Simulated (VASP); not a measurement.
All values below come from r2SCAN meta-GGA, VASP's PBE PAW potentials (set 64) (plane waves; VASP).

VASP ran on this input.

KPOINTS:
```
Automatic mesh
0
G
 10 10 10
0 0 0
```

**INCAR**
```
SYSTEM = AgSb
PREC = Accurate
ENCUT = 480
EDIFF = 1E-7
NELM = 100
ALGO = Normal
LREAL = .FALSE.
LASPH = .TRUE.
ISMEAR = 1
SIGMA = 0.1
METAGGA = R2SCAN
LMIXTAU = .TRUE.
LMAXMIX = 4
LWAVE = .FALSE.
LCHARG = .FALSE.
ISIF = 2
IBRION = 2
NSW = 30
EDIFFG = -0.01
```

File POSCAR:
```
AgSb
1
    0.0000000000     2.8090339330     2.8090339330
    2.8663611561    -0.0573272231     2.8663611561
    2.8663611561     2.8663611561    -0.0573272231
Sb Ag
1 1
Direct
  0.0000000000   1.0000000000   0.0000000000
  0.5000000000   0.5000000000   0.5000000000
```

POTCAR, in this order: Sb Ag (PBE.64 set). Program: vasp_std.

The run wrote:

### OSZICAR
```
       N       E                     dE             d eps       ncg     rms          rms(c)
DAV:   1     0.294681909751E+02    0.29468E+02   -0.68356E+03  4136   0.111E+03
DAV:   2    -0.491115586680E+02   -0.78580E+02   -0.73145E+02  4532   0.222E+02
DAV:   3    -0.508990379483E+02   -0.17875E+01   -0.17702E+01  4892   0.366E+01
DAV:   4    -0.509105157901E+02   -0.11478E-01   -0.11471E-01  4556   0.316E+00
DAV:   5    -0.509106568129E+02   -0.14102E-03   -0.14102E-03  4928   0.382E-01    0.614E+00
DAV:   6    -0.466239046884E+02    0.42868E+01   -0.70629E+00  4404   0.361E+01    0.633E+00
DAV:   7    -0.466270525229E+02   -0.31478E-02   -0.45797E-01  4228   0.901E+00    0.314E+00
DAV:   8    -0.465999361924E+02    0.27116E-01   -0.18741E-01  4244   0.459E+00    0.640E-01
DAV:   9    -0.466024984111E+02   -0.25622E-02   -0.13029E-01  4324   0.334E+00    0.130E-01
DAV:  10    -0.466335893476E+02   -0.31091E-01   -0.17792E-02  4292   0.117E+00    0.107E-01
DAV:  11    -0.466334414724E+02    0.14788E-03   -0.63985E-03  4580   0.849E-01    0.651E-02
DAV:  12    -0.466346702148E+02   -0.12287E-02   -0.15032E-03  4248   0.417E-01    0.268E-02
DAV:  13    -0.466347201396E+02   -0.49925E-04   -0.69579E-05  4716   0.870E-02    0.110E-02
DAV:  14    -0.466347211456E+02   -0.10060E-05   -0.15327E-05  4376   0.458E-02    0.502E-03
DAV:  15    -0.466347250259E+02   -0.38803E-05   -0.51170E-06  4464   0.295E-02    0.305E-03
DAV:  16    -0.466347251077E+02   -0.81767E-07   -0.44867E-07  4776   0.721E-03
   1 F= -.46634725E+02 E0= -.46634377E+02  d E =-.466347E+02
```

### OUTCAR
```
------------------------ aborting loop because EDIFF is reached ----------------------------------------
  FORCE on cell =-STRESS in cart. coord.  units (eV):
  Direction    XX          YY          ZZ          XY          YZ          ZX
  --------------------------------------------------------------------------------------
  Total        0.0720840      0.0508196      0.0508196      0.0000000      0.0406921      0.0000000
  in kB        2.4530178      1.7293910      1.7293910      0.0000000      1.3847513      0.0000000
  external PRESSURE =       1.9705999 kB  Pullay stress =       0.0000000 kB
  volume of cell :       47.08
      direct lattice vectors                 reciprocal lattice vectors
     0.000000000  2.809033933  2.809033933    -0.174437195  0.177997138  0.177997138
     2.866361156 -0.057327223  2.866361156     0.174437195 -0.171016858  0.171016858
     2.866361156  2.866361156 -0.057327223     0.174437195  0.171016858 -0.171016858
 POSITION                                       TOTAL-FORCE (eV/Angst)
 -----------------------------------------------------------------------------------
      0.00000      0.00000      0.00000         0.000000      0.000000     -0.000000
      2.86636      2.80903      2.80903        -0.000000     -0.000000      0.000000
 -----------------------------------------------------------------------------------
    total drift:                                0.000000      0.000000      0.000000
  FREE ENERGIE OF THE ION-ELECTRON SYSTEM (eV)
  ---------------------------------------------------
  free  energy   TOTEN  =       -46.6347251077 eV

  energy  without entropy=      -46.6336820176  energy(sigma->0) =      -46.63437741

 reached required accuracy - stopping structural energy minimisation
```
(Selected blocks of OUTCAR.)

OUTCAR:
```
 val. band max:        7.3039392440   @ k =  -0.1000   0.4000   0.2000

 cond. band min:       7.3165965325   @ k =   0.5000   0.2000   0.1000


 Fermi energy:         7.3134572321

 k-point     1 :       0.0000    0.0000    0.0000
  band No.  band energies     occupation
      1      -4.2302      2.00000
      2       2.2780      2.00000
      3       2.2831      2.00000
      4       2.2923      2.00000
      5       2.3241      2.00000
      6       2.3572      2.00000
      7       8.2098     -0.00000
      8       8.4299     -0.00000
      9       8.6887     -0.00000
     10      12.1031      0.00000
     11      15.9868      0.00000
     12      16.2929      0.00000

 k-point     2 :       0.1000    0.0000    0.0000
  band No.  band energies     occupation
      1      -4.0987      2.00000
      2       2.2076      2.00000
      3       2.2188      2.00000
      4       2.3088      2.00000
      5       2.3190      2.00000
      6       2.3592      2.00000
      7       7.6797     -0.00000
      8       8.3339     -0.00000
      9       8.6263     -0.00000
     10      12.7943      0.00000
     11      15.2824      0.00000
     12      15.9373      0.00000

 k-point     3 :       0.2000    0.0000    0.0000
  band No.  band energies     occupation
      1      -3.7151      2.00000
      2       2.0192      2.00000
      3       2.0491      2.00000
      4       2.1971      2.00000
      5       2.3930      2.00000
      6       2.4289      2.00000
      7       6.0865      2.00000
      8       8.6630     -0.00000
      9       8.8838     -0.00000
     10      13.0277      0.00000
     11      15.0285      0.00000
     12      15.2197      0.00000

 k-point     4 :       0.3000    0.0000    0.0000
  band No.  band energies     occupation
      1      -3.1230      2.00000
      2       1.8059      2.00000
      3       1.8508      2.00000
      4       1.9129      2.00000
      5       2.4873      2.00000
      6       2.5257      2.00000
...
```

Unless said otherwise, spin-orbit coupling is left out, though it shifts the bands of the heavy elements here.

The structure was generated: AgSb was put into the rocksalt type (Fm-3m), which need not be its known phase. This cell was strained or had an atom moved on purpose.
